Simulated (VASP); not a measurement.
Energy against volume of In (bct). These are LDA (Ceperley-Alder, Perdew-Zunger), VASP's LDA PAW potentials (set 64) (plane waves; VASP) values and carry that method's errors. Run with 520 eV cut-off, 16×16×16 Γ-centred mesh, first-order Methfessel-Paxton smearing of 0.10 eV, potentials In_d.

Shape and ions are relaxed at each volume.

| V (Å³/atom) | E (eV/atom) |
|---|---|
| 23.093 | -3.20275 |
| 23.830 | -3.21571 |
| 24.567 | -3.22009 |
| 25.304 | -3.21733 |

Question: Fit these four points and predict the energy of the run at 26.041 Å³/atom.

Answer: A cubic in V^(−2/3), the third-order Birch-Murnaghan form, passes through the four points with V0 = 24.63 Å³/atom and B0 = 51 GPa, and gives -3.2086 eV/atom there. The run gave -3.2087 eV/atom, -0.1 meV/atom from the fit; all five points give B0 = 51 GPa.

The compound is In in the bct structure. It was relaxed first, which changed the volume by -6 %.
